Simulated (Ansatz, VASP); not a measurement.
# K2Be2O3 (K2Be2O3 (P2_1/c)) in two plane-wave programs

Wanted: the spread between two codes on one cell, functional and k mesh.

Program: Ansatz 0.2.0. Level of theory: plane waves, with VASP 6.6.1 beside it; single point at PBEsol. Results are calculated unless marked as measured.

### 1. Starting point

The cell holds 56 atoms: 16 K, 16 Be and 24 O. Cell: a = 12.515 Å, b = 10.114 Å, c = 12.515 Å, α = 129.6°, β = 100.1°, γ = 112.6°. It derives from K2Be2O3 (K2Be2O3 (P2_1/c)).

### 2. VASP: single point, PBEsol

With cell and atoms fixed, the geometry can't cause a difference; cores, projectors, grids and the points listed under the comparison can.

Lines of VASP's logs that name or quote its potential files are left out, and so is its time.

Input file INCAR:

```
SYSTEM = K2Be2O3
PREC = Normal
ENCUT = 400
EDIFF = 1E-05
NELM = 120
ISMEAR = 0
SIGMA = 0.05
LREAL = Auto
ALGO = Fast
GGA = PS
LORBIT = 11
LWAVE = .FALSE.
LCHARG = .FALSE.
KPAR = 4
```

Input file POSCAR:

```
K2Be2O3
1.0
   -7.6700280911      8.0388679846      5.7600311520
    2.2053874115     -8.0388679846      5.7282150062
    7.6700280911      8.0388679846     -5.7600311520
K Be O
16 16 24
Direct
    0.6362708806      0.5685117365      0.2823559791
    0.1362708806      0.0685117365      0.2823559791
    0.1362708806      0.5685117365      0.7823559790
    0.6362708806      0.0685117365      0.7823559791
    0.2861557574      0.3185117365      0.1822408558
    0.7861557575      0.8185117365      0.1822408559
    0.7861557574      0.3185117365      0.6822408558
    0.2861557575      0.8185117365      0.6822408559
    0.7138442426      0.6814882635      0.8177591442
    0.2138442426      0.1814882635      0.8177591442
    0.2138442426      0.6814882635      0.3177591442
    0.7138442425      0.1814882635      0.3177591442
    0.3637291194      0.4314882635      0.7176440210
    0.8637291194      0.9314882635      0.7176440210
    0.8637291194      0.4314882635      0.2176440210
    0.3637291193      0.9314882635      0.2176440210
    0.5077389487      0.4042997866      0.4073718702
    0.0077389487      0.9042997866      0.4073718702
    0.0077389487      0.4042997866      0.9073718702
    0.5077389487      0.9042997866      0.9073718702
    0.5030720836      0.8457002134      0.3534391622
    0.0030720836      0.3457002135      0.3534391622
    0.0030720836      0.8457002135      0.8534391622
    0.5030720836      0.3457002134      0.8534391621
    0.4969279164      0.1542997865      0.6465608378
    0.9969279164      0.6542997865      0.6465608378
    0.9969279164      0.1542997866      0.1465608379
    0.4969279164      0.6542997866      0.1465608379
    0.4922610513      0.5957002134      0.5926281298
    0.9922610513      0.0957002135      0.5926281299
    0.9922610513      0.5957002134      0.0926281299
    0.4922610513      0.0957002135      0.0926281299
    0.5000000000      0.2500000000      0.2500000000
    0.0000000000      0.7500000000      0.2500000000
    0.0000000000      0.2500000000      0.7500000000
    0.5000000000      0.7500000000      0.7500000000
    0.0000000000      0.0000000000      0.0000000000
    0.5000000000      0.5000000000      0.0000000000
    0.5000000000      0.0000000000      0.5000000000
    0.0000000000      0.5000000000      0.5000000000
    0.8743154402      0.5924233522      0.6699523737
    0.3743154402      0.0924233522      0.6699523737
    0.3743154401      0.5924233522      0.1699523737
    0.8743154402      0.0924233523      0.1699523737
    0.5775290214      0.6575766477      0.5318920879
    0.0775290214      0.1575766477      0.5318920879
    0.0775290214      0.6575766477      0.0318920879
    0.5775290214      0.1575766477      0.0318920879
    0.4224709786      0.3424233523      0.4681079121
    0.9224709786      0.8424233523      0.4681079121
    0.9224709786      0.3424233523      0.9681079121
    0.4224709786      0.8424233523      0.9681079121
    0.1256845599      0.4075766478      0.3300476263
    0.6256845598      0.9075766478      0.3300476263
    0.6256845598      0.4075766478      0.8300476263
    0.1256845598      0.9075766478      0.8300476263
```

Input file KPOINTS:

```
Automatic mesh
0
Gamma
2 2 2
0 0 0
```

Potentials, in the order of the species: K_pv, Be and O (PBE family, release 64).

The run is started by

```console
> mpirun -np 4 vasp_std
```

Numbers of over 12 decimals in the logs are rounded to 6 here.

Log:

```text
[banner, memory and clock lines left out]
running    4 mpi-ranks, on    1 nodes
[...]
|                                                                             |
|               ----> ADVICE to this user running VASP <----                  |
|                                                                             |
|     You enforced a specific xc type in the INCAR file but a different       |
|     [... a line on the potential file left out ...]
|     I HOPE YOU KNOW WHAT YOU ARE DOING!                                     |
|                                                                             |

 LDA part: xc-table for (Slater+PW92), standard interpolation
 POSCAR, INCAR and KPOINTS ok, starting setup
[...]
entering main loop
       N       E                     dE             d eps       ncg     rms          rms(c)
DAV:   1     0.243735313493E+04    0.24374E+04   -0.10987E+05  2076   0.126E+03
DAV:   2    -0.508470638323E+02   -0.24882E+04   -0.23874E+04  2524   0.363E+02
DAV:   3    -0.374531420462E+03   -0.32368E+03   -0.32185E+03  2344   0.135E+02
DAV:   4    -0.383132238876E+03   -0.86008E+01   -0.85519E+01  2352   0.252E+01
[...]
RMM:  15    -0.323329860714E+03    0.53822E-04   -0.21554E-04  2224   0.377E-02    0.199E-02
RMM:  16    -0.323329867440E+03   -0.67266E-05   -0.19601E-04  2134   0.282E-02    0.137E-02
RMM:  17    -0.323329861975E+03    0.54656E-05   -0.20154E-05  1630   0.120E-02
   1 F= -.32332986E+03 E0= -.32332986E+03  d E =-.402927E-15
```

Parts of OUTCAR (step 2):

```text
  Total      -12.7668748    -13.6900556    -14.9340188     -0.0000000      0.0000000      0.0713935
  in kB      -22.4624562    -24.0867306    -26.2753999     -0.0000000      0.0000000      0.1256120
  external PRESSURE =     -24.2748622 kB  Pullay stress =       0.0000000 kB

 POSITION                                       TOTAL-FORCE (eV/Angst)
 -----------------------------------------------------------------------------------
     -1.46075      2.81453      5.29512        -0.000301      0.018456      0.012034
      1.27157      2.81453     -0.44900        -0.000301      0.018456      0.012034
      6.20928      2.81453     -0.46491        -0.000301      0.018456      0.012034
      1.27157     10.85340     -0.44900        -0.000301      0.018456      0.012034
     -0.09459      1.20490      2.42306        -0.000301     -0.018456      0.012034
     -2.82691      1.20490      8.16718        -0.000301     -0.018456      0.012034
     -0.09459      9.24377      2.42306        -0.000301     -0.018456      0.012034
      4.84312      1.20490      2.40715        -0.000301     -0.018456      0.012034
      2.29998      6.83396      3.30516         0.000301      0.018456     -0.012034
      5.03230      6.83396     -2.43896         0.000301      0.018456     -0.012034
      2.29998     -1.20490      3.30516         0.000301      0.018456     -0.012034
     -2.63773      6.83396      3.32107         0.000301      0.018456     -0.012034
      3.66614      5.22434      0.43310         0.000301     -0.018456     -0.012034
      0.93382      5.22434      6.17722         0.000301     -0.018456     -0.012034
[...]
-----------------------------------------------------------------------------------
    total drift:                                0.000014      0.000018     -0.000017

  FREE ENERGIE OF THE ION-ELECTRON SYSTEM (eV)
  ---------------------------------------------------
  free  energy   TOTEN  =      -323.3298619748 eV

  energy  without entropy=     -323.3298619748  energy(sigma->0) =     -323.32986197

[... 1 further part left out ...]
```

The run ends at a pressure of -2.43 GPa, with forces up to 0.032 eV/Å.

(Part 1 of 2 ends here.)

[Lines on the potential files, build, host, timing and source positions are cut from VASP's logs without a mark.]

[Logs are printed without paths, hosts, clocks, repeated set-up lines and the standing remarks that a program may print on its own settings, such as how far it seeks lower states.]

[Hosts, paths, dates, database ids (printed as entryN), source tags and the programs' standing remarks are cut or masked in the printed files.]
